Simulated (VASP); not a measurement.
Input of a VASP 6.6.1 run:

File INCAR:

```
PREC = Accurate ; ENCUT = 520
EDIFF = 1E-6 ; ISMEAR = 0
SIGMA = 0.03 ; LREAL = False
LASPH = True ; NELM = 120
ALGO = Normal ; ISIF = 3
LWAVE = False ; LCHARG = False
GGA = PE ; IBRION = 2
NSW = 90 ; EDIFFG = -0.01
KPAR = 4
```

Contents of KPOINTS:

```
Automatic mesh
0
Gamma
  8 8 8
```

POSCAR

```
LuAl3N4
1.0
   -2.3100000000      2.3100000000      4.5260000000
    2.3100000000     -2.3100000000      4.5260000000
    2.3100000000      2.3100000000     -4.5260000000
Lu Al N
1 3 4
Direct
    0.0000000000      0.0000000000      0.0000000000
    0.5000000000      0.5000000000      0.0000000000
    0.2500000000      0.7500000000      0.5000000000
    0.7500000000      0.2500000000      0.5000000000
    0.1392401400      0.1392401400      0.5489177500
    0.5903223900      0.5903223900      0.4510822500
    0.4096776100      0.8607598600      0.0000000000
    0.8607598600      0.4096776100      0.0000000000
```

Potentials or basis: VASP PAW PBE potentials, release 64 (Lu, Al, N).

The run is started by

```console
$ cat potpaw_PBE.64/Lu/POTCAR potpaw_PBE.64/Al/POTCAR potpaw_PBE.64/N/POTCAR > POTCAR
$ mpirun -np 4 vasp_std > vasp.out
```

Problem. Estimate the relaxed cell.

Solution. a = 5.566 Å, b = 5.566 Å, c = 5.566 Å, α = 130.83°, β = 130.83°, γ = 72.08°.

Problem. What does it give for the space group after relaxing (to 0.05 Å)?

Solution. I-42m (No. 121).

Problem. What does it give for the band gap on the k mesh?

Solution. 2.64 eV, indirect (least direct gap 3.05 eV).

Problem. Estimate the relaxed volume.

Solution. 12.07 Å³/atom.

Forces in eV/Å, atoms in the order of the input:
```
Lu   0.000  0.000  0.000
Al   0.000  0.000  0.000
Al   0.000  0.000  0.000
Al   0.000  0.000  0.000
N    0.000  0.000 -0.006
N    0.000  0.000 -0.006
N    0.000  0.000  0.006
N    0.000  0.000  0.006
```

Caveat: spin-orbit coupling is left out, which moves the levels of the heavy elements. PBE gaps usually lie below the measured ones, often by a third to a half.
